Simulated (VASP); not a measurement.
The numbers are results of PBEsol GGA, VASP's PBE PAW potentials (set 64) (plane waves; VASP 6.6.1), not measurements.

The input files of a VASP run:

**INCAR**
```
SYSTEM = Li
PREC = Accurate
ENCUT = 520
EDIFF = 1E-7
NELM = 100
ALGO = Normal
LREAL = .FALSE.
LASPH = .TRUE.
ISMEAR = 1
SIGMA = 0.1
GGA = PS
LWAVE = .FALSE.
LCHARG = .FALSE.
ISIF = 2
```

**POSCAR**
```
Li
1
   -1.7132431163     1.7132431163     1.7132431163
    1.7132431163    -1.7132431163     1.7132431163
    1.7132431163     1.7132431163    -1.7132431163
Li
1
Direct
  0.0000000000   0.0000000000   0.0000000000
```

**KPOINTS**
```
Automatic mesh
0
G
 15 15 15
0 0 0
```

POTCAR, in this order: Li_sv (PBE.64 set). Program: vasp_std.

What VASP printed:

OSZICAR:
```
       N       E                     dE             d eps       ncg     rms          rms(c)
DAV:   1     0.346433164023E+00    0.34643E+00   -0.69395E+02  1210   0.414E+02
DAV:   2    -0.185578016651E+01   -0.22022E+01   -0.21152E+01  1650   0.563E+01
DAV:   3    -0.196451774270E+01   -0.10874E+00   -0.10869E+00  1515   0.857E+00
DAV:   4    -0.196676291730E+01   -0.22452E-02   -0.22452E-02  1550   0.126E+00
DAV:   5    -0.196680786721E+01   -0.44950E-04   -0.44950E-04  1520   0.125E-01    0.334E-01
DAV:   6    -0.196516052520E+01    0.16473E-02   -0.57190E-04  1655   0.178E-01    0.189E-01
DAV:   7    -0.196446287896E+01    0.69765E-03   -0.17109E-03  1645   0.308E-01    0.317E-02
DAV:   8    -0.196449463234E+01   -0.31753E-04   -0.33439E-04  1370   0.169E-01    0.288E-03
DAV:   9    -0.196449372354E+01    0.90880E-06   -0.66668E-06  1555   0.284E-02    0.915E-04
DAV:  10    -0.196449313136E+01    0.59218E-06   -0.81135E-07  1580   0.627E-03    0.949E-04
DAV:  11    -0.196449298102E+01    0.15033E-06   -0.26154E-08   690   0.210E-03    0.121E-04
DAV:  12    -0.196449296297E+01    0.18049E-07   -0.50128E-09   650   0.872E-04
   1 F= -.19644930E+01 E0= -.19644657E+01  d E =-.819109E-04
```

OUTCAR:
```
------------------------ aborting loop because EDIFF is reached ----------------------------------------
  FORCE on cell =-STRESS in cart. coord.  units (eV):
  Direction    XX          YY          ZZ          XY          YZ          ZX
  --------------------------------------------------------------------------------------
  Total       -0.0020133     -0.0020133     -0.0020133     -0.0000000     -0.0000000      0.0000000
  in kB       -0.1603660     -0.1603660     -0.1603660     -0.0000000     -0.0000000      0.0000000
  external PRESSURE =      -0.1603660 kB  Pullay stress =       0.0000000 kB
  volume of cell :       20.11
      direct lattice vectors                 reciprocal lattice vectors
    -1.713243116  1.713243116  1.713243116     0.000000000  0.291844161  0.291844161
     1.713243116 -1.713243116  1.713243116     0.291844161  0.000000000  0.291844161
     1.713243116  1.713243116 -1.713243116     0.291844161  0.291844161  0.000000000
 POSITION                                       TOTAL-FORCE (eV/Angst)
 -----------------------------------------------------------------------------------
      0.00000      0.00000      0.00000        -0.000000     -0.000000     -0.000000
 -----------------------------------------------------------------------------------
    total drift:                                0.000000      0.000000     -0.000000
  FREE ENERGIE OF THE ION-ELECTRON SYSTEM (eV)
  ---------------------------------------------------
  free  energy   TOTEN  =        -1.9644929630 eV

  energy  without entropy=       -1.9644110521  energy(sigma->0) =       -1.96446566
```
(Selected blocks of OUTCAR.)

The compound is Li in the bcc structure. It was relaxed first, which changed the volume by -5 %.
